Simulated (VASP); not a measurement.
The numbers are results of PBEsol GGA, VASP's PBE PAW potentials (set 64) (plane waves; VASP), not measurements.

VASP input:

KPOINTS:
```
k-points along high-symmetry lines
10
Line-mode
Reciprocal
  0.000000   0.000000   0.000000 ! GAMMA
  0.500000   0.000000   0.000000 ! M

  0.500000   0.000000   0.000000 ! M
  0.333333   0.333333   0.000000 ! K

  0.333333   0.333333   0.000000 ! K
  0.000000   0.000000   0.000000 ! GAMMA

  0.000000   0.000000   0.000000 ! GAMMA
  0.000000   0.000000   0.500000 ! A

  0.000000   0.000000   0.500000 ! A
  0.500000   0.000000   0.500000 ! L

  0.500000   0.000000   0.500000 ! L
  0.333333   0.333333   0.500000 ! H

  0.333333   0.333333   0.500000 ! H
  0.000000   0.000000   0.500000 ! A

  0.500000   0.000000   0.500000 ! L
  0.500000   0.000000   0.000000 ! M

  0.333333   0.333333   0.500000 ! H
  0.333333   0.333333   0.000000 ! K
```

**INCAR**
```
LASPH = .True.
ENCUT = 520   ! plane-wave cut-off (eV)
LMAXMIX = 4
ISMEAR = 0   ! Gaussian
LORBIT = 11
LWAVE = .False.
ICHARG = 11   ! fixed density
GGA = PS   ! PBEsol
PREC = Accurate
SIGMA = 0.05   ! width (eV)
NELM = 100   ! most electronic steps
LREAL = .False.
ALGO = Normal   ! blocked Davidson
LCHARG = .False.
EDIFF = 1E-7
SYSTEM = Mo2N
```

POSCAR:
```
Mo2N
1
    2.8388763416    -0.0000000013     0.0000000000
   -1.4194376699     2.4585390880     0.0000000000
    0.0000000000    -0.0000000000     5.1162952180
N Mo
1 2
Direct
  0.0000000000   0.0000000000   0.0000000000
  0.3333330000   0.6666670000   0.2651771905
  0.6666670000   0.3333330000   0.7348228095
```

POTCAR, in this order: N Mo_sv (PBE.64 set). Program: vasp_std. Read from the step before: CHGCAR.

The resulting files:

### OUTCAR
```
 ion  position               nearest neighbor table
   1  0.000  0.000  0.000-   2 2.13   3 2.13   2 2.13   3 2.13   3 2.13   2 2.13
   2  0.333  0.667  0.265-   1 2.13   1 2.13   1 2.13   3 2.91   3 2.91   3 2.91   3 3.17   3 3.17
                             3 3.17
   3  0.667  0.333  0.735-   1 2.13   1 2.13   1 2.13   2 2.91   2 2.91   2 2.91   2 3.17   2 3.17
                             2 3.17
  LATTYP: Found a hexagonal cell.
 ALAT       =     2.8388763416
 C/A-ratio  =     1.8022254591
 Subroutine PRICEL returns:
 Original cell was already a primitive cell.
 Subroutine GETGRP returns: Found 12 space group operations
The static configuration has the point symmetry D_3d.
The dynamic configuration has the point symmetry D_3d.
 Subroutine INISYM returns: Found 12 space group operations
   k-points           NKPTS =     90   k-points in BZ     NKDIM =     90   number of bands    NBANDS=     20
   number of dos      NEDOS =    301   number of ions     NIONS =      3
   total plane-waves  NPLWV =  23040
   dimension x,y,z NGX =    24 NGY =   24 NGZ =   40
   dimension x,y,z NGXF=    48 NGYF=   48 NGZF=   80
   ions per type =               1   2
   PREC   = accura    normal or accurate (medium, high low for compatibility)
   ISTART =      0    job   : 0-new  1-cont  2-samecut
   ICHARG =     11    charge: 1-file 2-atom 10-const
   ISPIN  =      1    spin polarized calculation?
   LNONCOLLINEAR =      F non collinear calculations
   LSORBIT =      F    spin-orbit coupling
   INIWAV =      1    electr: 0-lowe 1-rand  2-diag
   ENCUT  =  520.0 eV  38.22 Ry    6.18 a.u.   5.28  5.28  9.51*2*pi/ulx,y,z
   NELM   =    100;   NELMIN=  2; NELMDL= -5     # of ELM steps
   EDIFF  = 0.1E-06   stopping-criterion for ELM
   LREAL  =      F    real-space projection
   NLSPLINE    = F    spline interpolate recip. space projectors
   LMAXMIX     =    4 max onsite mixed and CHGCAR
   VOSKOWN=      0    Vosko Wilk Nusair interpolation
   EDIFFG = 0.1E-05   stopping-criterion for IOM
   NSW    =      0    number of steps for IOM
   NBLOCK =      1;   KBLOCK =      1    inner block; outer block
   IBRION =     -1    ionic relax: 0-MD 1-quasi-New 2-CG
   NFREE  =      0    steps in history (QN), initial steepest desc. (CG)
   ISIF   =      2    stress and relaxation
   ISYM   =      2    0-nonsym 1-usesym 2-fastsym
   TEIN   =    0.0    initial temperature
   TEBEG  =    0.0;   TEEND  =   0.0 temperature during run
   SMASS  =  -3.00    Nose mass-parameter (am)
   PSTRESS=    0.0 pullay stress
   NELECT =      33.0000    total number of electrons
   EFERMI =   0.00;   METHOD = LEGACY
   ISMEAR =     0;   SIGMA  =   0.05  broadening in eV -4-tet -1-fermi 0-gaus
   IALGO  =     38    algorithm
   LDIAG  =      T    sub-space diagonalisation (order eigenvalues)
   IMIX   =      4    mixing-type and parameters
     AMIX     =   0.40;   BMIX     =  1.00
     AMIX_MAG =   1.60;   BMIX_MAG =  1.00
     AMIN     =   0.10
   GGA     = PS    functional components
   VOSKOWN =     0    Vosko Wilk Nusair interpolation
   LHFCALC =     F    Hartree Fock is set to
   LHFONE  =     F    Hartree Fock one center treatment
   AEXX    =    0.0000 exact exchange contribution
   IVDW    =     0    specifies the selected vdW correction
   LEPSILON=     F    determine dielectric tensor
   LRPA    =     F    only Hartree local field effects (RPA)
  energy-cutoff  :      520.00
  volume of cell :       35.71
      direct lattice vectors                 reciprocal lattice vectors
     2.838876342 -0.000000001  0.000000000     0.352252046  0.203372737  0.000000000
    -1.419437670  2.458539088  0.000000000     0.000000000  0.406745618  0.000000000
     0.000000000  0.000000000  5.116295218     0.000000000  0.000000000  0.195453929
 k-point     1 :   0.0000 0.0000 0.0000  plane waves:     931
 k-point     2 :   0.0556 0.0000 0.0000  plane waves:     949
 k-point     3 :   0.1111 0.0000 0.0000  plane waves:     957
 k-point     4 :   0.1667 0.0000 0.0000  plane waves:     955
 k-point     5 :   0.2222 0.0000 0.0000  plane waves:     955
 k-point     6 :   0.2778 0.0000 0.0000  plane waves:     975
...
```

**OSZICAR**
```
       N       E                     dE             d eps       ncg     rms          rms(c)
DAV:   1     0.341488902342E+03    0.34149E+03   -0.21016E+04  3608   0.172E+03
DAV:   2    -0.177603174894E+02   -0.35925E+03   -0.35007E+03  3932   0.510E+02
DAV:   3    -0.318462906099E+02   -0.14086E+02   -0.13531E+02  4976   0.897E+01
DAV:   4    -0.321064746701E+02   -0.26018E+00   -0.24565E+00  4284   0.951E+00
DAV:   5    -0.321228726153E+02   -0.16398E-01   -0.16264E-01  4368   0.141E+00
DAV:   6    -0.321248499844E+02   -0.19774E-02   -0.19585E-02  4668   0.211E-01
DAV:   7    -0.321250304774E+02   -0.18049E-03   -0.18024E-03  4420   0.462E-02
DAV:   8    -0.321250612118E+02   -0.30734E-04   -0.30728E-04  3608   0.654E-03
DAV:   9    -0.321250679331E+02   -0.67212E-05   -0.67191E-05  2732   0.480E-03
DAV:  10    -0.321250718962E+02   -0.39631E-05   -0.39623E-05  2672   0.120E-03
DAV:  11    -0.321250732128E+02   -0.13166E-05   -0.13186E-05  2556   0.141E-03
DAV:  12    -0.321250735091E+02   -0.29635E-06   -0.29554E-06  2456   0.494E-04
DAV:  13    -0.321250736821E+02   -0.17298E-06   -0.17175E-06  2380   0.443E-04
DAV:  14    -0.321250738372E+02   -0.15508E-06   -0.15516E-06  2360   0.283E-04
DAV:  15    -0.321250740673E+02   -0.23015E-06   -0.23143E-06  2276   0.364E-04
DAV:  16    -0.321250741683E+02   -0.10095E-06   -0.10005E-06  2256   0.366E-04
DAV:  17    -0.321250742159E+02   -0.47584E-07   -0.47660E-07  2204   0.142E-04
   1 F= -.32125074E+02 E0= -.32123494E+02  d E =-.316029E-02
```

### OUTCAR
```
 val. band max:       12.8725474405   @ k =   0.1111   0.0000   0.5000

 cond. band min:      12.8776566277   @ k =   0.0000   0.0000   0.1111



 k-point     1 :       0.0000    0.0000    0.0000
  band No.  band energies     occupation
      1     -48.6488      2.00000
      2     -48.5348      2.00000
      3     -23.2439      2.00000
      4     -22.3648      2.00000
      5     -22.2287      2.00000
      6     -22.2287      2.00000
      7     -22.1534      2.00000
      8     -22.1534      2.00000
      9      -4.1456      2.00000
     10       4.8798      2.00000
     11       7.8148      2.00000
     12       7.8148      2.00000
     13       8.5306      2.00000
     14      10.4780      2.00000
     15      11.5328      2.00000
     16      11.5328      2.00000
     17      12.1114      2.00000
     18      12.8044      1.95695
     19      12.8044      1.95688
     20      13.0052      0.00025

 k-point     2 :       0.0556    0.0000    0.0000
  band No.  band energies     occupation
      1     -48.6436      2.00000
      2     -48.5311      2.00000
      3     -23.2322      2.00000
      4     -22.3689      2.00000
      5     -22.2581      2.00000
      6     -22.2382      2.00000
      7     -22.1867      2.00000
      8     -22.1586      2.00000
      9      -4.1112      2.00000
     10       4.9548      2.00000
     11       7.5518      2.00000
     12       7.8162      2.00000
     13       8.6665      2.00000
     14      10.6017      2.00000
     15      11.0566      2.00000
     16      11.6253      2.00000
     17      12.3268      2.00000
     18      12.5488      2.00000
     19      12.6158      2.00000
     20      13.3400      0.00000

 k-point     3 :       0.1111    0.0000    0.0000
  band No.  band energies     occupation
      1     -48.6284      2.00000
      2     -48.5204      2.00000
      3     -23.1981      2.00000
      4     -22.3997      2.00000
      5     -22.3262      2.00000
      6     -22.2790      2.00000
...
```

The density is held fixed in this step, so its total energy and stress have no physical meaning.

The structure was generated: Mo2N was put into the CdI2 type (P-3m1), which need not be its known phase. It was relaxed first, which changed the volume by +13 %. The electron count is odd and the run is not spin-polarised, which forces a metal.
